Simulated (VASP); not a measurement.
# NiMoIrPdW (P3m1) in VASP: a series of runs, part 2 of 2

VASP 6.6.1.

## 3. Relaxation of cell and atoms, PBE+rVV10, collinear spin, ferromagnetic start

INCAR

```
SYSTEM = NiMoIrPdW
PREC = Accurate
ENCUT = 600
EDIFF = 1E-6
ISMEAR = -1
SIGMA = 0.05
LREAL = .False.
LASPH = .True.
NELM = 120
ALGO = Normal
ISIF = 3
LWAVE = .False.
LCHARG = .False.
ISPIN = 2
MAGMOM = 1 1 0 0.6 0
LORBIT = 11
LMAXMIX = 4
GGA = PE
LUSE_VDW = .True.
IVDW_NL = 2
BPARAM = 10.0
CPARAM = 0.0093
IBRION = 2
NSW = 40
EDIFFG = -0.02
KPAR = 4
```

KPOINTS

```
regular mesh
0
Gamma
  8 8 5
  0 0 0
```

POSCAR

```
NiMoIrPdW
1.0
    4.1170500000      0.0000000000      0.0000000000
   -2.0585300000      3.5654700000      0.0000000000
    0.0000000000      0.0000000000      5.4458000000
Ni Mo Pd Ir W
1 1 1 1 1
Direct
    0.0000000000      0.0000000000      0.9577500000
    0.6666700000      0.3333300000      0.9616100000
    0.6666700000      0.3333300000      0.4629500000
    0.3333300000      0.6666700000      0.7257200000
    0.3333300000      0.6666700000      0.2364200000
```

Potentials or basis: VASP PAW PBE potentials, release 64 (Ni, Mo_sv, Pd, Ir, W_sv).

Command:

```console
> cat potpaw_PBE.64/Ni/POTCAR potpaw_PBE.64/Mo_sv/POTCAR potpaw_PBE.64/Pd/POTCAR potpaw_PBE.64/Ir/POTCAR potpaw_PBE.64/W_sv/POTCAR > POTCAR
> mpirun -np 4 vasp_std > vasp.out
```

Wall time 25 min (4 MPI ranks of Intel Xeon 6975P-C (Granite Rapids), shared host); peak memory 0.98 GiB.

Results (log left out):

| Property | Result |
| --- | --- |
| Free energy | -40.6964 eV |
| Relaxed volume | 15.85 Å³/atom |
| Relaxed cell | a = 4.104 Å, b = 4.104 Å, c = 5.435 Å, α = 90.00°, β = 90.00°, γ = 120.00° |
| Space group after relaxing (to 0.05 Å) | P3m1 (No. 156) |
| Energy gained by relaxing | 0.8 meV/atom |
| Ionic steps | 9 |
| Pressure after relaxing | 0.0 GPa |
| Largest force after relaxing | 0.012 eV/Å |
| Band gap on the k mesh | none (metal or under the smearing width) |
| Net moment | 0.00 μB per cell |
| Valence electrons inside the program's atomic spheres | Ni 9.47; Mo 12.58; Pd 9.60; Ir 8.33; W 11.88 |

Forces on the atoms (eV/Å):
```
Ni   0.000  0.000 -0.012
Mo   0.000  0.000  0.009
Pd   0.000  0.000  0.008
Ir   0.000  0.000 -0.003
W    0.000  0.000 -0.002
```

Stress tensor (GPa, compression positive):
```
 0.00  0.00  0.00
 0.00  0.00  0.00
 0.00  0.00 -0.10
```

The path:
| step | energy change (eV) | largest force (eV/Å) | pressure (GPa) | volume (Å³) |
| --- | --- | --- | --- | --- |
| 1 | 0.0000 | 0.0281 | -1.88 | 79.94 |
| 2 | 0.0171 | 0.1148 | 4.59 | 77.79 |
| 3 | -0.0039 | 0.0331 | -0.01 | 79.29 |
| 4 | -0.0039 | 0.0332 | -0.01 | 79.27 |
| 5 | 0.0013 | 0.0722 | 2.32 | 78.53 |
| 6 | -0.0039 | 0.0337 | 0.13 | 79.26 |
| 7 | -0.0039 | 0.0143 | -0.29 | 79.39 |
| 8 | -0.0040 | 0.0240 | -0.12 | 79.32 |
| 9 | -0.0041 | 0.0119 | -0.03 | 79.27 |

Final structure:
```yaml
crystal:
  lattice:
    - [4.10382, 0.00001, 0.00000]
    - [-2.05191, 3.55402, 0.00000]
    - [0.00000, 0.00000, 5.43500]
  atoms:
    - { symbol: Ni, position: [0.00000, 0.00000, 0.95752] }
    - { symbol: Mo, position: [0.66667, 0.33333, 0.96196] }
    - { symbol: Pd, position: [0.66667, 0.33333, 0.46340] }
    - { symbol: Ir, position: [0.33333, 0.66667, 0.72535] }
    - { symbol: W, position: [0.33333, 0.66667, 0.23621] }
```

Levels at points of the mesh, in eV from the Fermi level:
Spin up:
| k point | band 26 | band 27 | band 28 | band 29 | band 30 | band 31 |
| --- | --- | --- | --- | --- | --- | --- |
| (0.00, 0.00, 0.00) | -0.99 | -0.79 | -0.79 | 0.84 | 0.84 | 1.84 |
| (0.50, 0.00, 0.00) | -1.06 | -0.53 | -0.26 | 0.96 | 1.20 | 1.29 |
| (0.50, 0.50, 0.00) | -1.06 | -0.53 | -0.26 | 0.96 | 1.20 | 1.29 |
Spin down:
| k point | band 26 | band 27 | band 28 | band 29 | band 30 | band 31 |
| --- | --- | --- | --- | --- | --- | --- |
| (0.00, 0.00, 0.00) | -0.99 | -0.79 | -0.79 | 0.84 | 0.84 | 1.84 |
| (0.50, 0.00, 0.00) | -1.06 | -0.53 | -0.26 | 0.96 | 1.20 | 1.29 |
| (0.50, 0.50, 0.00) | -1.06 | -0.53 | -0.26 | 0.96 | 1.20 | 1.29 |

Caveat: pairwise dispersion overbinds metals, which lowers pressure and volume. Spin-orbit coupling is left out, which matters for the levels of Ir, W.

## 4. Atomic charges, PBE, collinear spin, ferromagnetic start

INCAR

```
PREC = Accurate
ENCUT = 520
EDIFF = 1E-6
ISMEAR = -1
SIGMA = 0.05
LREAL = False
LASPH = True
NELM = 100
ALGO = Fast
ISIF = 2
LWAVE = False
LCHARG = False
ISPIN = 2
MAGMOM = 1 1 0 0.6 0
LORBIT = 10
LMAXMIX = 4
GGA = PE
KPAR = 4
```

KPOINTS

```
regular mesh
0
Gamma
  8 8 5
```

POSCAR is that of step 3.

Command:

```console
> cat potpaw_PBE.64/Ni/POTCAR potpaw_PBE.64/Mo_sv/POTCAR potpaw_PBE.64/Pd/POTCAR potpaw_PBE.64/Ir/POTCAR potpaw_PBE.64/W_sv/POTCAR > POTCAR
> mpirun -np 4 vasp_std > vasp.out
```

Wall time 2.2 min (4 MPI ranks of AMD EPYC 9R45 (Zen 5), shared host); peak memory 0.57 GiB.

The run converged. Its results:

```
Free energy                                           : -42.2328 eV
Pressure                                              : 0.3 GPa
Largest force                                         : 0.041 eV/Å
Band gap on the k mesh                                : none (metal or under the smearing width)
Net moment                                            : 0.00 μB per cell
Valence electrons inside the program's atomic spheres : Ni 9.45; Mo 12.56; Pd 9.59; Ir 8.32; W 11.86
```

Forces in eV/Å, atoms in the order of the input:
```
Ni   0.000  0.000 -0.013
Mo   0.000  0.000  0.033
Pd   0.000  0.000  0.011
Ir   0.000  0.000  0.010
W    0.000  0.000 -0.041
```

Levels at points of the mesh, in eV from the Fermi level:
Spin up:
| k point | band 25 | band 26 | band 27 | band 28 | band 29 | band 30 | band 31 | band 32 |
| --- | --- | --- | --- | --- | --- | --- | --- | --- |
| (0.00, 0.00, 0.00) | -1.72 | -0.98 | -0.77 | -0.77 | 0.82 | 0.82 | 1.81 | 1.81 |
| (0.50, 0.00, 0.00) | -1.43 | -1.05 | -0.52 | -0.27 | 0.96 | 1.18 | 1.27 | 1.61 |
| (0.50, 0.50, 0.00) | -1.43 | -1.05 | -0.52 | -0.27 | 0.96 | 1.18 | 1.27 | 1.61 |
Spin down:
| k point | band 25 | band 26 | band 27 | band 28 | band 29 | band 30 | band 31 | band 32 |
| --- | --- | --- | --- | --- | --- | --- | --- | --- |
| (0.00, 0.00, 0.00) | -1.72 | -0.98 | -0.77 | -0.77 | 0.82 | 0.82 | 1.81 | 1.81 |
| (0.50, 0.00, 0.00) | -1.43 | -1.05 | -0.52 | -0.27 | 0.96 | 1.18 | 1.27 | 1.61 |
| (0.50, 0.50, 0.00) | -1.43 | -1.05 | -0.52 | -0.27 | 0.96 | 1.18 | 1.27 | 1.61 |

Spin-orbit coupling is left out, which matters for the levels of Ir, W.

## 5. Electrostatic potential, PBE, collinear spin, ferromagnetic start

INCAR

```
  PREC = Accurate
  ENCUT = 520
  EDIFF = 1E-6
  ISMEAR = -1
  SIGMA = 0.05
  LREAL = F
  LASPH = T
  NELM = 100
  ALGO = Fast
  ISIF = 2
  LWAVE = F
  LCHARG = T
  ISPIN = 2
  MAGMOM = 1 1 0 0.6 0
  LORBIT = 11
  LMAXMIX = 4
  GGA = PE
  LVHAR = T
  KPAR = 4
```

KPOINTS is that of step 4.

POSCAR is that of step 4.

Command:

```console
> cat potpaw_PBE.64/Ni/POTCAR potpaw_PBE.64/Mo_sv/POTCAR potpaw_PBE.64/Pd/POTCAR potpaw_PBE.64/Ir/POTCAR potpaw_PBE.64/W_sv/POTCAR > POTCAR
> mpirun -np 4 vasp_std > vasp.out
```

Wall time 2.1 min (4 MPI ranks of AMD EPYC 9R45 (Zen 5), shared host); peak memory 0.58 GiB.

Results (log left out):

```yaml
Free_energy: -42.2328 eV
Pressure: 0.3 GPa
Largest_force: 0.041 eV/Å
Band_gap_on_the_k_mesh: none (metal or under the smearing width)
Net_moment: 0.00 μB per cell
Valence_electrons_inside_the_program's_atomic_spheres: Ni 9.45; Mo 12.56; Pd 9.59; Ir 8.32; W 11.86
```

Forces on the atoms (eV/Å):
```
Ni   0.000  0.000 -0.013
Mo   0.000  0.000  0.033
Pd   0.000  0.000  0.011
Ir   0.000  0.000  0.010
W    0.000  0.000 -0.041
```

Levels at points of the mesh, in eV from the Fermi level:
Spin up:
```tsv
k point	band 24	band 25	band 26	band 27	band 28	band 29	band 30	band 31	band 32	band 33
(0.00, 0.00, 0.00)	-1.72	-1.72	-0.98	-0.77	-0.77	0.82	0.82	1.81	1.81	3.02
(0.50, 0.00, 0.00)	-1.59	-1.43	-1.05	-0.52	-0.27	0.96	1.18	1.27	1.61	1.92
(0.50, 0.50, 0.00)	-1.59	-1.43	-1.05	-0.52	-0.27	0.96	1.18	1.27	1.61	1.92
```
Spin down:
```csv
k point,band 24,band 25,band 26,band 27,band 28,band 29,band 30,band 31,band 32,band 33
"(0.00, 0.00, 0.00)",-1.72,-1.72,-0.98,-0.77,-0.77,0.82,0.82,1.81,1.81,3.02
"(0.50, 0.00, 0.00)",-1.59,-1.43,-1.05,-0.52,-0.27,0.96,1.18,1.27,1.61,1.92
"(0.50, 0.50, 0.00)",-1.59,-1.43,-1.05,-0.52,-0.27,0.96,1.18,1.27,1.61,1.92
```

Spin-orbit coupling is left out, which matters for the levels of Ir, W.

## 6. The reference run

An earlier run on the cell as given: functional PBE; potentials or basis VASP PAW PBE potentials, release 64 (Ni, Mo_sv, Pd, Ir, W_sv); cutoff 520 eV; k mesh 8 × 8 × 5; occupations fermi-dirac, width 0.05 eV; collinear spin, ferromagnetic start; starting moments [1.0, 1.0, 0.0, 0.6, 0.0] μB.

* Pressure: 0.2 GPa
* Largest force: 0.041 eV/Å
* Band gap on the k mesh: none (metal or under the smearing width)
* Net moment: 0.00 μB per cell
* Valence electrons inside the program's atomic spheres: Ni 9.45; Mo 12.56; Pd 9.59; Ir 8.32; W 11.86

## 7. Overview

```tsv
task	level	cell	cutoff (eV)	gap on the mesh (eV)	pressure (GPa)	moment (μB)	relaxed volume (Å³/atom)	largest force (eV/Å)
relaxation of cell and atoms	PBE+TS	relaxed	600	none	0.1	0.00	15.39	0.02
relaxation of cell and atoms	PBE+rVV10	relaxed	600	none	0.0	0.00	15.85	0.01
atomic charges	PBE	as given	520	none	0.3	0.00	-	0.04
electrostatic potential	PBE	as given	520	none	0.3	0.00	-	0.04
single point	PBE	as given	520	none	0.2	0.00	-	0.04
```

Alike in all rows: potentials or basis VASP PAW PBE potentials, release 64 (Ni, Mo_sv, Pd, Ir, W_sv); spin collinear, ferromagnetic start; k mesh 8 × 8 × 5; smearing fermi-dirac 0.05 eV.

Every run on the cell as given and a fine mesh finds a metal.

Caveats: pairwise dispersion overbinds metals, which lowers pressure and volume (some runs); atom-pairwise D2, TS and ULG terms overbind metals (some runs).

Total energies depend on the potentials used, so only differences within one code and one set of settings carry meaning.
